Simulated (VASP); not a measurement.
An input for Quantum ESPRESSO's pw.x (written as the equivalent of a VASP run, and not itself run):

```
&CONTROL
  calculation = 'scf'
  pseudo_dir = './pseudo'
  outdir = './out'
  tprnfor = .true.
  tstress = .true.
/
&SYSTEM
  ibrav = 0
  nat = 2
  ntyp = 2
  ecutwfc = 84
  occupations = 'smearing'
  smearing = 'methfessel-paxton'
  degauss = 0.00735
  input_dft = 'pbe'
/
&ELECTRONS
  conv_thr = 7.3e-08
  electron_maxstep = 100
/
ATOMIC_SPECIES
  Zn 65.380 Zn.upf
  Au 196.967 Au.upf
CELL_PARAMETERS angstrom
     3.1968130    0.0000000    0.0000000
     0.0000000    3.0925390    0.0000000
     0.0000000    0.0000000    3.2034120
ATOMIC_POSITIONS crystal
  Zn   0.5000000  0.5000000  0.5000000
  Au   0.0251430  0.0000000  0.0000000
K_POINTS automatic
  10 11 10 0 0 0
HUBBARD {ortho-atomic}
U Zn-3d 3
```

**Question.** Write the VASP files for the same calculation (PBE+U).

**Answer.** Several could match; the one computed here: 
**POSCAR**
```
AuZn
6.4068240
  0.4989700045   0.0000000000   0.0000000000
  0.0000000000   0.4826945457   0.0000000000
  0.0000000000   0.0000000000   0.5000000000
Zn Au
1 1
direct
  0.5000000000   0.5000000000   0.5000000000
  0.0251430000   0.0000000000   0.0000000000
```

### KPOINTS
```
Automatic mesh
0
Gamma
10 11 10
0 0 0
```

**INCAR**
```
! general
SYSTEM    = AuZn
PREC      = Accurate
ENCUT     = 400
LREAL     = .FALSE.
LASPH     = .TRUE.   ! aspherical one-centre terms

! electronic loop
EDIFF     = 1E-6
NELM      = 100
ALGO      = Normal
LMAXMIX   = 6

! smearing
ISMEAR    = 1
SIGMA     = 0.1   ! width (eV)

! functional
GGA       = PE   ! PBE

! DFT+U
LDAU      = .TRUE.
LDAUTYPE  = 2
LDAUL     = 2 -1
LDAUU     = 3.0 0
LDAUJ     = 0 0
LDAUPRINT = 1

! ions
ISIF      = 2

! output
LWAVE     = .FALSE.
LCHARG    = .FALSE.
LORBIT    = 10
```

POTCAR, in this order: Zn Au (PBE.64 set). Program: vasp_std.

What does not carry over: the potentials are each code's own (VASP's PAW set, PseudoDojo norm-conserving files in pw.x), so ENCUT and ecutwfc are chosen apart and not converted; conv_thr bounds pw.x's estimated SCF error, while EDIFF bounds the energy change between steps; the +U projectors differ (PAW spheres against orthogonalised atomic orbitals), so the same U acts differently.

The compound is AuZn in the CsCl type structure. The cell was not relaxed at this level, atoms are displaced from their ideal sites. The run is one of a series of settings (LDAU = .TRUE., LDAUJ = 0 0, LDAUL = 2 -1, LDAUTYPE = 2, LDAUU = 3.0 0 against the base run), some of them coarse on purpose.
